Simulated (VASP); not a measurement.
Given:

```
AlY
1.0
    3.56153     0.00000     0.00000
    0.00000     3.56153     0.00000
    0.00000     0.00000     3.56153
Y Al
1 1
Direct
  0.00000   0.00000   0.00000
  0.50000   0.50000   0.50000
```

The numbers are results of PBEsol GGA, VASP's PBE PAW potentials (set 64) (plane waves; VASP 6.6.1), not measurements. Settings: 400 eV cut-off, 12×12×12 Γ-centred mesh, tetrahedra with Blöchl corrections, potentials Y_sv Al.

Q: Predict the energy per atom (σ→0), band gap (on the k-mesh) with the smallest direct gap where there is one.

A: 
```json
{
 "band gap (on the k-mesh)": "none (metal, semimetal or under 0.01 eV)",
 "energy per atom (σ→0)": "-5.889 eV/atom"
}
```

The structure was generated: YAl was put into the CsCl type type (Pm-3m), which need not be its known phase. It was relaxed first, which changed the volume by -32 %.
